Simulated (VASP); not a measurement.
All values below come from r2SCAN meta-GGA, VASP's PBE PAW potentials (set 64) (plane waves; VASP).

A VASP calculation is set up with these files.

KPOINTS_OPT:
```
k-points along high-symmetry lines
10
Line-mode
Reciprocal
  0.000000   0.000000   0.000000 ! GAMMA
  0.000000   0.500000   0.000000 ! X

  0.000000   0.500000   0.000000 ! X
  0.500000   0.500000   0.000000 ! M

  0.500000   0.500000   0.000000 ! M
  0.000000   0.000000   0.000000 ! GAMMA

  0.000000   0.000000   0.000000 ! GAMMA
  0.500000   0.500000   0.500000 ! R

  0.500000   0.500000   0.500000 ! R
  0.000000   0.500000   0.000000 ! X

  0.500000   0.500000   0.500000 ! R
  0.500000   0.500000   0.000000 ! M
```

**KPOINTS**
```
Automatic mesh
0
Gamma
13 13 13
0 0 0
```

POSCAR:
```
Nd
1
    3.2624822332     0.0000000000     0.0000000000
    0.0000000000     3.2624822332     0.0000000000
    0.0000000000     0.0000000000     3.2624822332
Nd
1
Direct
  0.0000000000   0.0000000000   0.0000000000
```

**INCAR**
```
ENCUT = 400   # plane-wave cut-off (eV)
LORBIT = 11
LCHARG = .FALSE.
NELM = 100   # most electronic steps
ISMEAR = -5
NEDOS = 601
ALGO = Normal   # blocked Davidson
ISIF = 2   # forces and stress, cell fixed
EDIFF = 1E-7
PREC = Accurate
LREAL = .FALSE.   # projection in real space or not
METAGGA = R2SCAN
LMAXMIX = 6   # l cut-off of mixed one-centre charges
LASPH = .TRUE.   # aspherical one-centre terms
LMIXTAU = .TRUE.
SYSTEM = Nd
LWAVE = .FALSE.
```

POTCAR, in this order: Nd_3 (PBE.64 set). Program: vasp_std.

The run wrote:

### OSZICAR
```
       N       E                     dE             d eps       ncg     rms          rms(c)
DAV:   1     0.302039085271E+02    0.30204E+02   -0.49738E+03  1528   0.911E+02
DAV:   2    -0.308739165833E+02   -0.61078E+02   -0.60221E+02  1624   0.213E+02
DAV:   3    -0.326352641208E+02   -0.17613E+01   -0.17006E+01  2242   0.325E+01
DAV:   4    -0.326773376642E+02   -0.42074E-01   -0.41467E-01  1960   0.450E+00
DAV:   5    -0.326781671535E+02   -0.82949E-03   -0.81104E-03  2354   0.426E-01    0.368E+00
DAV:   6    -0.284286898981E+02    0.42495E+01   -0.11251E+00  2000   0.908E+00    0.267E+00
DAV:   7    -0.289074250177E+02   -0.47874E+00   -0.61775E-01  1574   0.592E+00    0.157E+00
DAV:   8    -0.285246525860E+02    0.38277E+00   -0.42712E-01  1555   0.484E+00    0.434E-01
DAV:   9    -0.288096769364E+02   -0.28502E+00   -0.38208E-01  1542   0.388E+00    0.227E-01
DAV:  10    -0.288209803979E+02   -0.11303E-01   -0.16756E-02  1622   0.133E+00    0.191E-01
DAV:  11    -0.288120552429E+02    0.89252E-02   -0.27706E-03  1684   0.525E-01    0.149E-01
DAV:  12    -0.288115868974E+02    0.46835E-03   -0.12556E-03  1753   0.303E-01    0.618E-02
DAV:  13    -0.288123017396E+02   -0.71484E-03   -0.41212E-04  1649   0.204E-01    0.672E-02
DAV:  14    -0.288120127496E+02    0.28899E-03   -0.15391E-03  1546   0.355E-01    0.816E-03
DAV:  15    -0.288116845790E+02    0.32817E-03   -0.23692E-04  1651   0.139E-01    0.603E-03
DAV:  16    -0.288116845002E+02    0.78866E-07   -0.32113E-06  2520   0.121E-02    0.615E-03
DAV:  17    -0.288116663715E+02    0.18129E-04   -0.92536E-06  1604   0.231E-02    0.654E-03
DAV:  18    -0.288116793049E+02   -0.12933E-04   -0.55403E-06  1569   0.201E-02    0.425E-03
DAV:  19    -0.288116752440E+02    0.40609E-05   -0.12822E-06  1596   0.934E-03    0.427E-03
DAV:  20    -0.288116769332E+02   -0.16892E-05   -0.17305E-07  1700   0.384E-03    0.227E-03
DAV:  21    -0.288116769410E+02   -0.77548E-08   -0.16564E-08   826   0.156E-03
   1 F= -.28811677E+02 E0= -.28811677E+02  d E =0.000000E+00
       N       E                     dE             ncg
```

OUTCAR:
```
------------------------ aborting loop because EDIFF is reached ----------------------------------------
  FORCE on cell =-STRESS in cart. coord.  units (eV):
  Direction    XX          YY          ZZ          XY          YZ          ZX
  --------------------------------------------------------------------------------------
  Total        0.0318117      0.0318117      0.0318117     -0.0000000      0.0000000     -0.0000000
  in kB        1.4677552      1.4677552      1.4677552     -0.0000000      0.0000000     -0.0000000
  external PRESSURE =       1.4677552 kB  Pullay stress =       0.0000000 kB
  volume of cell :       34.73
      direct lattice vectors                 reciprocal lattice vectors
     3.262482233  0.000000000  0.000000000     0.306515079  0.000000000  0.000000000
     0.000000000  3.262482233  0.000000000     0.000000000  0.306515079  0.000000000
     0.000000000  0.000000000  3.262482233     0.000000000  0.000000000  0.306515079
 POSITION                                       TOTAL-FORCE (eV/Angst)
 -----------------------------------------------------------------------------------
      0.00000      0.00000      0.00000         0.000000      0.000000      0.000000
 -----------------------------------------------------------------------------------
    total drift:                                0.000000      0.000000      0.000000
  FREE ENERGIE OF THE ION-ELECTRON SYSTEM (eV)
  ---------------------------------------------------
  free  energy   TOTEN  =       -28.8116769410 eV

  energy  without entropy=      -28.8116769410  energy(sigma->0) =      -28.81167694

 total charge

# of ion       s       p       d       tot
------------------------------------------
    1        2.132   5.759   1.131   9.022
```
(Selected blocks of OUTCAR.)

The 4f electrons are frozen in the core of the lanthanide potential, so 4f levels, which can set the real gap, and their magnetism are missing. For a metal the tetrahedron method with Blöchl corrections gives inexact stress and forces.

The structure was generated: Nd was put into the simple-cubic type (Pm-3m), which need not be its known phase. It was relaxed first, which changed the volume by -9 %.
